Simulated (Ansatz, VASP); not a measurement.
**Al3Ga5As8 (alloy, x = 0.625, one random ordering in a cell of 16 atoms (invented)): VASP beside Ansatz**

Aim: how closely do two programs agree when they are given the same cell, functional and k mesh? The cell is generated by rule, not measured, and may not be a known phase. The cell is taken from a series of runs on this material, whose earlier steps may have relaxed, scaled, displaced or heated it; both programs get it as it stands.

Main program and level: Ansatz 0.2.0; plane waves, with VASP 6.6.1 beside it; relaxation of cell and atoms at r2SCAN.

### Step 1. The structure

The structure is tetragonal, space group I-4m2 (No. 119). The conventional cell has a = 8.021 Å, b = 8.021 Å, c = 11.338 Å, α = 90.00°, β = 90.00°, γ = 90.00°. Al has 4 As at 2.45 Å nearest. Nearest to Al lie 4 As at 2.45 to 2.46 Å. Nearest to Ga lie 4 As at 2.46 Å. Ga has 4 As at 2.46 Å nearest. Nearest to As lie 2 Al at 2.45 Å and 2 Ga at 2.46 Å. As has 1 Al at 2.46 Å and 3 Ga at 2.46 Å nearest. Farther neighbours are not listed.

### Step 2. Ansatz: relaxation of cell and atoms, r2SCAN

Ansatz runs on its PAW soft_1 files.

The relaxed volume is the usual yardstick between codes: in a stiff, nearly cubic crystal its relative difference is about their pressure difference at one cell divided by the bulk modulus.

The input, input.yaml:

```yaml
crystal:
  lattice:
    - [-4.0104000686, 4.0104000686, 5.6687686461]
    - [4.0104000686, -4.0104000686, 5.6687686461]
    - [4.0104000686, 4.0104000686, -5.6687686461]
  atoms:
    - { symbol: Al, position: [0.0, 0.0, 0.0] }
    - { symbol: Ga, position: [0.4998752479, -0.0001247521, -0.0002495043] }
    - { symbol: Ga, position: [0.0001247521, -0.0001247521, 0.5] }
    - { symbol: Al, position: [0.4995716436, -0.0004283564, 0.5] }
    - { symbol: Al, position: [0.0004283564, 0.5004283564, 0.5] }
    - { symbol: Ga, position: [0.4998752479, 0.5001247521, 0.5] }
    - { symbol: Ga, position: [0.0001247521, 0.5001247521, 0.0002495043] }
    - { symbol: Ga, position: [0.5, 0.5, 0.0] }
    - { symbol: As, position: [0.1247505764, 0.874817342, 0.7500667656] }
    - { symbol: As, position: [0.6253161892, 0.8752494236, 0.7500667656] }
    - { symbol: As, position: [0.125182658, 0.8752494236, 0.2499332344] }
    - { symbol: As, position: [0.6248102907, 0.8751164235, 0.2503061328] }
    - { symbol: As, position: [0.1247505764, 0.3746838108, 0.2499332344] }
    - { symbol: As, position: [0.6254958422, 0.3751897093, 0.2503061328] }
    - { symbol: As, position: [0.1248835765, 0.3751897093, 0.7496938672] }
    - { symbol: As, position: [0.6248102907, 0.3745041578, 0.7496938672] }
kpoints:
  mp_grid: { grid: [4, 4, 4] }
hamiltonian:
  xc: r2scan
  pseudopotentials: { kind: paw, azcp: { folder: soft_1 } }
scf:
  occupations: { method: fixed }
output:
  forces: true
  stress: true
  eigenvalues: true
relax:
  adjacent_minimum: "off"
  f_tol: 0.001
  max_steps: 60
  cell: { stress_tol: 0.01 }
```

Started as:

```bash
> ansatz run input.yaml --threads 4 --pin off --max-ram 10240MiB --backend cpu --events-out ev --progress --plain --runs-dir out
```

Numbers of over 12 decimals in the logs are rounded to 6 here.

What it wrote:

```text
Engine: ansatz 0.2.0, x86_64-unknown-linux-gnu
Pseudopotentials: kind: paw
Pseudopotential: Al, paw, valence charge 3, recommended cutoff 500 eV (meta_gga), soft_1/Al.paw.azcp
Pseudopotential: Ga, paw, valence charge 13, recommended cutoff 500 eV (meta_gga), soft_1/Ga.paw.azcp
Pseudopotential: As, paw, valence charge 15, recommended cutoff 500 eV (meta_gga), soft_1/As.paw.azcp
Functional definition: r2SCAN
  parameter k0 = 0.174
  parameter k1 = 0.065
  parameter a1 = 4.9479
  exchange = r2scan_x(k0 = k0, k1 = k1, a1 = a1)
  correlation = r2scan_c
Crystal: 16 atoms, lattice volume = 364.690 Å³
Basis set: ecut = 500 eV, 9305 PW (Γ), exchange–correlation on 240×240×240 points (64 copies of the dense FFT grid, shifted against one another)
Bands: 117, of which v1, the nominal top of the filled ones, is band 97 counted from 1 (96 counted from 0)
Symmetry: 8 space group operations
Space group: I-4m2 (ITA 119), of the structure as read, at distance tolerance 7.1e-5 Å
k-points: 13 of 64 (time reversal used)
Non-local potential: Al, projectors of the file, l = 0: 2, l = 1: 2, l = 2: 1
Non-local potential: Ga, projectors of the file, l = 0: 2, l = 1: 2, l = 2: 3, l = 3: 1
Non-local potential: As, projectors of the file, l = 0: 2, l = 1: 2, l = 2: 3, l = 3: 1
PAW form: soft (Blöchl's): semilocal exchange-correlation on the pseudo side does not see the compensation charge
PAW frozen core: Al, regenerated for the run's functional (the file was generated under x = pbe(κ = 0.804, μ = 0.219515), c = pbe(β = 0.066725))
PAW frozen core: Ga, regenerated for the run's functional (the file was generated under x = pbe(κ = 0.804, μ = 0.219515), c = pbe(β = 0.066725))
PAW frozen core: As, regenerated for the run's functional (the file was generated under x = pbe(κ = 0.804, μ = 0.219515), c = pbe(β = 0.066725))
PAW one-centre angular grid: Al, 302 points (default); XC on 160 Gauss nodes
PAW one-centre angular grid: Ga, 590 points (default); XC on 160 Gauss nodes
PAW one-centre angular grid: As, 590 points (default); XC on 160 Gauss nodes
Initial density: superposition of atomic densities (chi_scale 0.1, normalization cell, long waves kept (reshape's long-wave potential 0.02 eV rms))
Initial wavefunctions: pseudopotential atomic-orbital guess
Functional: x = r2scan, c = r2scan; τ floored in thin density (d = 2e-4 eV/Å³)
iter 1 solved again at ethr=2.62e-3 eV; its pass at ethr=3.10e-3 eV (dr2=5.08e0 eV) is discarded
SCF iter   1: F=—  HF=-59497.636568 eV  |F-HF|=—  |Δ(HF+E_count)|=         —  Δρ=4.69e-2  dr2=5.08e0  dr2_τ=6.03e-2  ethr=2.62e-3  ⟨swp⟩=1.0  Hψ=6747  notcnv=0  defer=171
preconditioner: auto → Resta (q_TF=auto, 2.456 Å⁻¹)  ε∞=3.2  [insulator: Δε(μ)=1.260 eV  Ē_g=14.152 eV  n_scr=88 (ndim 8)  ℏωp=20.8 eV  f_vac=0.000  ε∞_Penn≈3.2]
SCF iter   2: F=—  HF=-59497.535900 eV  |F-HF|=—  |Δ(HF+E_count)|=   1.01e-1  Δρ=2.55e-2  dr2=1.68e0  dr2_τ=8.96e-3  ethr=2.62e-3  ⟨swp⟩=2.1  Hψ=1401  notcnv=0  defer=212
SCF iter   3: F=—  HF=-59497.649591 eV  |F-HF|=—  |Δ(HF+E_count)|=   1.14e-1  Δρ=5.55e-3  dr2=1.11e-1  dr2_τ=1.50e-3  ethr=8.66e-4  ⟨swp⟩=2.4  Hψ=2161  notcnv=0  defer=208
SCF iter   4: F=—  HF=-59497.553390 eV  |F-HF|=—  |Δ(HF+E_count)|=   9.62e-2  Δρ=2.44e-3  dr2=1.54e-2  dr2_τ=1.34e-4  ethr=5.72e-5  ⟨swp⟩=3.0  Hψ=2670  notcnv=0  defer=232
SCF iter   5: F=—  HF=-59497.560885 eV  |F-HF|=—  |Δ(HF+E_count)|=   7.50e-3  Δρ=5.07e-4  dr2=8.24e-4  dr2_τ=3.11e-5  ethr=7.92e-6  ⟨swp⟩=3.8  Hψ=2658  notcnv=0  defer=232
SCF iter   6: F=—  HF=-59497.559637 eV  |F-HF|=—  |Δ(HF+E_count)|=   1.25e-3  Δρ=1.85e-4  dr2=8.93e-5  dr2_τ=2.17e-6  ethr=4.25e-7  ⟨swp⟩=2.0  Hψ=2640  notcnv=0  defer=232
SCF iter   7: F=—  HF=-59497.559767 eV  |F-HF|=—  |Δ(HF+E_count)|=   1.30e-4  Δρ=6.85e-5  dr2=1.42e-5  dr2_τ=2.05e-7  ethr=4.60e-8  ⟨swp⟩=2.0  Hψ=2262  notcnv=0  defer=173
SCF iter   8: F=—  HF=-59497.559781 eV  |F-HF|=—  |Δ(HF+E_count)|=   1.39e-5  Δρ=1.14e-5  dr2=5.54e-7  dr2_τ=6.67e-9  ethr=7.31e-9  ⟨swp⟩=2.0  Hψ=2092  notcnv=0  defer=176
SCF iter   9: F=—  HF=-59497.559781 eV  |F-HF|=—  |Δ(HF+E_count)|=   2.71e-7  Δρ=3.61e-6  dr2=5.81e-8  dr2_τ=8.98e-10  ethr=5.15e-11  ⟨swp⟩=13.1  Hψ=9080  notcnv=0
SCF iter  10: F=-59497.559781 eV  HF=-59497.559781 eV  |F-HF|=1.66e-9  |Δ(HF+E_count)|=   4.50e-8  Δρ=1.62e-6  dr2=9.59e-9  dr2_τ=1.18e-10  ethr=2.99e-11  ⟨swp⟩=4.0  Hψ=5185  notcnv=0
SCF 1 converged in 10 iterations: F = -59497.559781 eV  dr2 = 9.59e-9
  greatest PAW one-centre occupation: 0.999 electrons in one spin orbital (limit 2), on the As atom at site 15 (counted from 0), in its partial waves of l = 2
relax step   1: F+E_penalty+E_count = -59497.55978116 eV  Δ(F+E_penalty+E_count) = +0.000e0 eV  max|allowed force component| = 2.781e-3 eV/Å  Δτ_max = 0.0000 Å  P = -0.005 GPa  Ω = 364.690 Å³  (10 SCF iters, dr2 threshold 1.00e-7 eV, accepted)
Crystal: 16 atoms, lattice volume = 364.667 Å³
[...]
SCF converged after 4 iterations
Free energy (F): -59497.559789 eV
Harris-Foulkes:  -59497.559789 eV  (|F-HF|=5.09e-11)
Internal energy: -59497.559789 eV  (E = F + TS)
E sigma→0 (E₀):  -59497.559789 eV
Fermi energy:    6.909567 eV
--- Per-component energies (eV) ---
  E_band       = -2579.583914
  E_kinetic    = 1407.387207
  E_local      = -26660.512766  (includes V_loc(G=0)·N_el)
  E_nonlocal   = -3571.602791
  E_hartree    = 15156.499789
  E_xc         = -922.432709
  E_vxc        = -1009.774951  (∫ρ·V_xc dr)
  E_paw        = -27655.583941  (= ΣΔE_a)
  E_vpaw       = -3109.457300  (= ΣTr[D̂ρ^β])
  E_aug_tail   = 0.000320  (compensation charges beyond the density's cutoff)
  E_vtau       = 51.376688  (kinetic-family band-sum trace: ∫τ·v_τ [+ j·A + Jᵃ·Aᵃ] dr)
  E_ewald      = -17236.210093
  E_core_change = -15.104805  (= ΣΔE_core)
  E_smearing   = -0.000000  (= −TS)
  E_closure    = 0.000000  (closes the sum)
  Σ components = -59497.559789   (vs F -59497.559789, Δ=0.00e0)
--- Forces (eV/Å), atoms counted from 1 ---
  atom   1  Al    -0.00000000     0.00000000    -0.00000000
  atom   2  Ga     0.00062167     0.00062167     0.00000000
  atom   3  Ga     0.00062167    -0.00062167     0.00000000
  atom   4  Al    -0.00000000     0.00000000     0.00047855
  atom   5  Al    -0.00000000     0.00000000    -0.00047855
  atom   6  Ga    -0.00062167     0.00062167     0.00000000
  atom   7  Ga    -0.00062167    -0.00062167    -0.00000000
  atom   8  Ga     0.00000000     0.00000000    -0.00000000
  atom   9  As    -0.00068878     0.00000000     0.00049748
  atom  10  As     0.00000000    -0.00068878    -0.00049748
  atom  11  As     0.00000000     0.00068878    -0.00049748
  atom  12  As    -0.00067334     0.00000000    -0.00025539
  atom  13  As     0.00068878    -0.00000000     0.00049748
  atom  14  As     0.00000000    -0.00067334     0.00025539
  atom  15  As     0.00000000     0.00067334     0.00025539
  atom  16  As     0.00067334    -0.00000000    -0.00025539
  max |Σ_I F_I| component: 1.07e-16 eV/Å
--- Stress (GPa, compression-positive) ---
       -0.000213       0.000000       0.000000
        0.000000      -0.000213       0.000000
        0.000000       0.000000       0.000555
  P = ⅓ Tr σ = 0.0000 GPa (0.000 kbar)
--- Band table (eV; the first three rows and the last of 13) ---
  k-point 0: bands = [... 93 lower, 5.9138, 6.8920, 6.9096, 6.9096, 8.2841, 8.3517, 8.3517, 8.6576, ... 16 higher]
  k-point 1: bands = [... 93 lower, 5.8393, 5.8720, 6.3086, 6.3140, 8.7797, 9.4115, 9.4473, 9.5633, ... 16 higher]
  k-point 2: bands = [... 93 lower, 5.7543, 5.7620, 5.8093, 5.8508, 9.3744, 9.4779, 10.0338, 10.1058, ... 16 higher]
  k-point 12: bands = [... 93 lower, 5.7678, 5.7678, 5.7852, 5.8347, 9.2724, 9.5675, 10.1677, 10.1677, ... 16 higher]
--- Relaxed structure (2 steps of the walk, 2 accepted, 1 SCFs on fresh bases) ---
  F+E_penalty+E_count = -59497.55978875 eV   max|allowed force component| = 6.888e-4 eV/Å   (the final SCF, on the basis selected at the relaxed cell)
  cell:  # Å, volume = 364.6667 Å³
    - [-4.010373, 4.010373, 5.668480]
    - [4.010373, -4.010373, 5.668480]
    - [4.010373, 4.010373, -5.668480]
  atoms:
    - { symbol: Al, position: [2.2277608657715984e-18, -1.734076926332781e-18, 0] }
    - { symbol: Ga, position: [0.499863, -0.000136726, -0.000273453] }
    - { symbol: Ga, position: [0.000136726, -0.000136726, 0.5] }
    - { symbol: Al, position: [0.499536, -0.000463702, 0.5] }
    - { symbol: Al, position: [0.000463702, 0.500464, 0.5] }
    - { symbol: Ga, position: [0.499863, 0.500137, 0.5] }
    - { symbol: Ga, position: [0.000136726, 0.500137, 0.000273453] }
    - { symbol: Ga, position: [0.5, 0.5, 0] }
    - { symbol: As, position: [0.124736, 0.874833, 0.750097] }
    - { symbol: As, position: [0.625362, 0.875264, 0.750097] }
    - { symbol: As, position: [0.125167, 0.875264, 0.249903] }
    - { symbol: As, position: [0.624814, 0.875152, 0.250338] }
    - { symbol: As, position: [0.124736, 0.374638, 0.249903] }
    - { symbol: As, position: [0.625524, 0.375186, 0.250338] }
    - { symbol: As, position: [0.124848, 0.375186, 0.749662] }
    - { symbol: As, position: [0.624814, 0.374476, 0.749662] }
```

(Part 1 of 2 ends here.)

[Lines on the potential files, build, host, timing and source positions are cut from VASP's logs without a mark.]

[Logs are printed without paths, hosts, clocks, repeated set-up lines and the standing remarks that a program may print on its own settings, such as how far it seeks lower states.]

[Hosts, paths, dates, database ids (printed as entryN), source tags and the programs' standing remarks are cut or masked in the printed files.]
